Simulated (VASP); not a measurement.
All values below come from LDA (Ceperley-Alder, Perdew-Zunger), VASP's LDA PAW potentials (set 64) (plane waves; VASP).

Input for VASP

### KPOINTS
```
Automatic mesh
0
Gamma
5 5 7
0 0 0
```

### INCAR
```
# general
SYSTEM =TiO2
PREC   =Accurate
ENCUT  =520
LREAL  =F   # projection in real space or not
LASPH  =T   # aspherical one-centre terms

# electronic loop
EDIFF  =1E-8
NELM   =100   # most electronic steps
ALGO   =Normal   # blocked Davidson
LMAXMIX=4   # l cut-off of mixed one-centre charges

# smearing
ISMEAR =0
SIGMA  =0.05   # width (eV)

# ions
IBRION =1   # quasi-Newton
NSW    =30
ISIF   =2   # forces and stress, cell fixed
EDIFFG =-0.001

# output
LWAVE  =F
LCHARG =F
```

File POSCAR:
```
TiO2
1
    4.5535591872     0.0000000000     0.0000000000
    0.0000000000     4.5535591872     0.0000000000
    0.0000000000     0.0000000000     2.9236576914
Ti O
2 4
Direct
  0.0000000000   0.0000000000   0.0000000000
  0.5000000000   0.5000000000   0.5000000000
  0.3039998716   0.3039998716   0.0000000000
  0.8039998716   0.1960001284   0.5000000000
  0.1960001284   0.8039998716   0.5000000000
  0.6960001284   0.6960001284   0.0000000000
```

POTCAR, in this order: Ti_sv O (LDA.64 set). Program: vasp_std.

What VASP printed:

OSZICAR:
```
       N       E                     dE             d eps       ncg     rms          rms(c)
DAV:   1     0.676488266064E+03    0.67649E+03   -0.25255E+04  1344   0.203E+03
DAV:   2     0.459299119214E+02   -0.63056E+03   -0.60843E+03  1440   0.584E+02
DAV:   3    -0.703443762893E+02   -0.11627E+03   -0.11183E+03  2076   0.218E+02
DAV:   4    -0.753912707538E+02   -0.50469E+01   -0.50416E+01  1808   0.483E+01
DAV:   5    -0.755737186905E+02   -0.18245E+00   -0.18241E+00  1876   0.798E+00    0.329E+01
DAV:   6    -0.594472888774E+02    0.16126E+02   -0.11494E+02  1612   0.104E+02    0.123E+01
DAV:   7    -0.589598197861E+02    0.48747E+00   -0.16714E+01  1672   0.330E+01    0.821E+00
DAV:   8    -0.589808383775E+02   -0.21019E-01   -0.43305E+00  1688   0.194E+01    0.430E+00
DAV:   9    -0.587745059893E+02    0.20633E+00   -0.20086E+00  1708   0.128E+01    0.124E+00
DAV:  10    -0.587788514514E+02   -0.43455E-02   -0.12924E-01  1636   0.275E+00    0.203E-01
DAV:  11    -0.587786647769E+02    0.18667E-03   -0.70118E-03  1688   0.596E-01    0.661E-02
DAV:  12    -0.587787339845E+02   -0.69208E-04   -0.72345E-04  1972   0.230E-01    0.731E-02
DAV:  13    -0.587786880912E+02    0.45893E-04   -0.30114E-04  1812   0.145E-01    0.895E-03
DAV:  14    -0.587786886035E+02   -0.51228E-06   -0.13931E-05  1732   0.304E-02    0.711E-03
DAV:  15    -0.587786883903E+02    0.21322E-06   -0.28231E-06  1556   0.112E-02    0.165E-03
DAV:  16    -0.587786884178E+02   -0.27577E-07   -0.16724E-07  1788   0.370E-03    0.131E-03
DAV:  17    -0.587786884019E+02    0.15915E-07   -0.10562E-07  1880   0.318E-03    0.309E-04
DAV:  18    -0.587786884016E+02    0.34743E-09   -0.86056E-09   944   0.921E-04
   1 F= -.58778688E+02 E0= -.58778688E+02  d E =-.587787E+02
       N       E                     dE             d eps       ncg     rms          rms(c)
DAV:   1    -0.587786957434E+02   -0.73415E-05   -0.16228E-02  1464   0.793E-01    0.203E-02
DAV:   2    -0.587787205227E+02   -0.24779E-04   -0.30212E-04  1660   0.126E-01    0.187E-02
DAV:   3    -0.587787176848E+02    0.28379E-05   -0.70627E-06  1820   0.191E-02    0.117E-02
DAV:   4    -0.587787162829E+02    0.14019E-05   -0.56844E-06  1512   0.199E-02    0.194E-03
DAV:   5    -0.587787163454E+02   -0.62536E-07   -0.11837E-06  1524   0.830E-03    0.129E-03
DAV:   6    -0.587787163347E+02    0.10743E-07   -0.62507E-08  1488   0.184E-03    0.479E-04
DAV:   7    -0.587787163306E+02    0.41318E-08   -0.21948E-08  1104   0.136E-03
   2 F= -.58778716E+02 E0= -.58778716E+02  d E =-.279290E-04
       N       E                     dE             d eps       ncg     rms          rms(c)
DAV:   1    -0.587787163755E+02   -0.40854E-07   -0.52405E-05  1488   0.451E-02    0.116E-03
DAV:   2    -0.587787164565E+02   -0.80940E-07   -0.98088E-07  1656   0.716E-03    0.108E-03
DAV:   3    -0.587787164472E+02    0.93105E-08   -0.20055E-08  1176   0.107E-03
   3 F= -.58778716E+02 E0= -.58778716E+02  d E =-.116615E-06
```

File OUTCAR:
```
------------------------ aborting loop because EDIFF is reached ----------------------------------------
  FORCE on cell =-STRESS in cart. coord.  units (eV):
  Direction    XX          YY          ZZ          XY          YZ          ZX
  --------------------------------------------------------------------------------------
  Total        0.0155847      0.0155847     -0.0409646      0.0000000      0.0000000      0.0000000
  in kB        0.4118885      0.4118885     -1.0826563      0.0000000      0.0000000      0.0000000
  external PRESSURE =      -0.0862931 kB  Pullay stress =       0.0000000 kB
  volume of cell :       60.62
      direct lattice vectors                 reciprocal lattice vectors
     4.553559187  0.000000000  0.000000000     0.219608434  0.000000000  0.000000000
     0.000000000  4.553559187  0.000000000     0.000000000  0.219608434  0.000000000
     0.000000000  0.000000000  2.923657691     0.000000000  0.000000000  0.342037306
 POSITION                                       TOTAL-FORCE (eV/Angst)
 -----------------------------------------------------------------------------------
     -0.00000      0.00000     -0.00000         0.000000      0.000000      0.000000
      2.27678      2.27678      1.46183         0.000000      0.000000      0.000000
      1.38372      1.38372     -0.00000         0.000107      0.000107      0.000000
      3.66050      0.89306      1.46183         0.000107     -0.000107     -0.000000
      0.89306      3.66050      1.46183        -0.000107      0.000107      0.000000
      3.16984      3.16984      0.00000        -0.000107     -0.000107     -0.000000
 -----------------------------------------------------------------------------------
    total drift:                                0.000000      0.000000      0.000000
  FREE ENERGIE OF THE ION-ELECTRON SYSTEM (eV)
  ---------------------------------------------------
  free  energy   TOTEN  =       -58.7787164472 eV

  energy  without entropy=      -58.7787164472  energy(sigma->0) =      -58.77871645

 reached required accuracy - stopping structural energy minimisation
```
(Selected blocks of OUTCAR.)

File CONTCAR:
```
TiO2
   1.00000000000000
     4.5535591872000003    0.0000000000000000    0.0000000000000000
     0.0000000000000000    4.5535591872000003    0.0000000000000000
     0.0000000000000000    0.0000000000000000    2.9236576913999999
  Ti              O
     2     4
Direct
    -0.0000000000000000    0.0000000000000000   -0.0000000000000000
     0.5000000000000000    0.5000000000000000    0.5000000000000000
     0.3038756465521936    0.3038756465521936   -0.0000000000000000
     0.8038756465521937    0.1961243534478064    0.5000000000000000
     0.1961243534478064    0.8038756465521937    0.5000000000000000
     0.6961243534478063    0.6961243534478063    0.0000000000000000
```

The compound is TiO2 in the rutile structure. This run relaxes the ions in a fixed cell. Symmetry was kept, so distortions that lower it aren't found. The start is the result of an earlier pass.
